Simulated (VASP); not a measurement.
All values below come from rev-vdW-DF2, VASP's PBE PAW potentials (set 64) (plane waves; VASP).

VASP ran on this input.

INCAR:
```
SYSTEM = BN
PREC = Accurate
ENCUT = 520
EDIFF = 1E-7
NELM = 100
ALGO = Normal
LREAL = .FALSE.
LASPH = .TRUE.
ISMEAR = -5
GGA = MK
PARAM1 = 0.1234568
PARAM2 = 0.7114
ZAB_VDW = -1.8867
LUSE_VDW = .TRUE.
AGGAC = 0.0
LWAVE = .FALSE.
LCHARG = .TRUE.
LORBIT = 11
NEDOS = 601
ISIF = 2
LEFG = .TRUE.
```

File POSCAR:
```
BN
2.5109010
  0.4999998820  -0.8660253556   0.0000000000
  0.4999998820   0.8660253556   0.0000000000
  0.0000000000   0.0000000000   2.6032974848
B N
2 2
Cartesian
  0.4999998820   0.2886756959   0.6508243712
  0.4999998820  -0.2886756959   1.9524731136
  0.4999998820  -0.2886756959   0.6508243712
  0.4999998820   0.2886756959   1.9524731136
```

**KPOINTS**
```
K-points
0
G
  11 11 4
0 0 0
```

POTCAR, in this order: B N (PBE.64 set). Program: vasp_std.

Output

### OSZICAR
```
       N       E                     dE             d eps       ncg     rms          rms(c)
DAV:   1     0.704372921703E+02    0.70437E+02   -0.85141E+03  1152   0.124E+03
DAV:   2    -0.309141743244E+02   -0.10135E+03   -0.92188E+02  1756   0.266E+02
DAV:   3    -0.354441298991E+02   -0.45300E+01   -0.44943E+01  1476   0.600E+01
DAV:   4    -0.354903471273E+02   -0.46217E-01   -0.46188E-01  1400   0.655E+00
DAV:   5    -0.354909588038E+02   -0.61168E-03   -0.61162E-03  1472   0.765E-01    0.113E+01
DAV:   6    -0.322546108219E+02    0.32363E+01   -0.85637E+00  1316   0.239E+01    0.502E+00
DAV:   7    -0.319911518700E+02    0.26346E+00   -0.48103E-01  1432   0.608E+00    0.312E+00
DAV:   8    -0.319108462578E+02    0.80306E-01   -0.29364E-01  1404   0.411E+00    0.394E-01
DAV:   9    -0.319071987495E+02    0.36475E-02   -0.11116E-02  1348   0.957E-01    0.179E-01
DAV:  10    -0.319075106180E+02   -0.31187E-03   -0.80733E-04  1400   0.274E-01    0.343E-02
DAV:  11    -0.319075296217E+02   -0.19004E-04   -0.11068E-04  1412   0.944E-02    0.199E-02
DAV:  12    -0.319075281293E+02    0.14924E-05   -0.21735E-05  1364   0.419E-02    0.261E-03
DAV:  13    -0.319075282298E+02   -0.10047E-06   -0.64626E-07  1476   0.785E-03    0.359E-04
DAV:  14    -0.319075282317E+02   -0.19220E-08   -0.13905E-08   908   0.116E-03
   1 F= -.31907528E+02 E0= -.31907528E+02  d E =0.000000E+00
```

File OUTCAR:
```
------------------------ aborting loop because EDIFF is reached ----------------------------------------
  FORCE on cell =-STRESS in cart. coord.  units (eV):
  Direction    XX          YY          ZZ          XY          YZ          ZX
  --------------------------------------------------------------------------------------
  Total        0.0013252      0.0013252     -0.0413175     -0.0000000      0.0000000      0.0000000
  in kB        0.0594899      0.0594899     -1.8548184     -0.0000000      0.0000000      0.0000000
  external PRESSURE =      -0.5786129 kB  Pullay stress =       0.0000000 kB
  volume of cell :       35.69
      direct lattice vectors                 reciprocal lattice vectors
     1.255450204 -2.174503931  0.000000000     0.398263506 -0.229937501  0.000000000
     1.255450204  2.174503931  0.000000000     0.398263506  0.229937501  0.000000000
     0.000000000  0.000000000  6.536622258     0.000000000  0.000000000  0.152984211
  FREE ENERGIE OF THE ION-ELECTRON SYSTEM (eV)
  ---------------------------------------------------
  free  energy   TOTEN  =       -31.9075282317 eV

  energy  without entropy=      -31.9075282317  energy(sigma->0) =      -31.90752823

 total charge

# of ion       s       p       d       tot
------------------------------------------
    1        0.735   1.409   0.000   2.144
    2        0.735   1.409   0.000   2.144
    3        1.221   2.796   0.000   4.017
    4        1.221   2.796   0.000   4.017
--------------------------------------------------
tot          3.913   8.409   0.000  12.322

 Electric field gradients after diagonalization (V/A^2)
 (convention: |V_zz| > |V_xx| > |V_yy|)
----------------------------------------------------------------------
 ion       V_xx      V_yy      V_zz     asymmetry (V_yy - V_xx)/ V_zz
----------------------------------------------------------------------
   1     -17.817   -17.817    35.634       0.000
   2     -17.817   -17.817    35.634       0.000
   3      -1.983    -1.982     3.965       0.000
   4      -1.983    -1.982     3.965       0.000
```
(Selected blocks of OUTCAR.)

The compound is BN in the hex structure. It was relaxed first.
